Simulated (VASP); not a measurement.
Energy against volume of CoAl (CsCl type). Level of theory: revPBE GGA, VASP's PBE PAW potentials (set 64) (plane waves; VASP 6.6.1).

```json
[
 {"V (Å³/atom)": "11.075", "E (eV/atom)": "-5.64592"},
 {"V (Å³/atom)": "11.429", "E (eV/atom)": "-5.66523"},
 {"V (Å³/atom)": "11.782", "E (eV/atom)": "-5.67123"},
 {"V (Å³/atom)": "12.136", "E (eV/atom)": "-5.66586"},
 {"V (Å³/atom)": "12.489", "E (eV/atom)": "-5.65079"}
]
```

### Question
Fit a third-order Birch-Murnaghan equation of state.

### Answer

| Quantity | Result |
|---|---|
| volume per atom | 11.78 Å^3/atom |
| bulk modulus | 171 GPa |
| pressure derivative of the bulk modulus | 4.28 |
| lattice constant a | 2.867 Å |

Measured: bulk modulus 162 GPa (computed value off by +5.7 %), a 2.861 Å (computed value off by +0.2 %), as given by Yamada et al., (2019), arXiv:1910.09660. The calculation is for a static lattice, while the measured bulk modulus, a hold thermal and zero-point effects, which are part of the difference.

The compound is CoAl in the CsCl type structure. It was relaxed first. The run is not spin-polarised, so no magnetic state was tried.
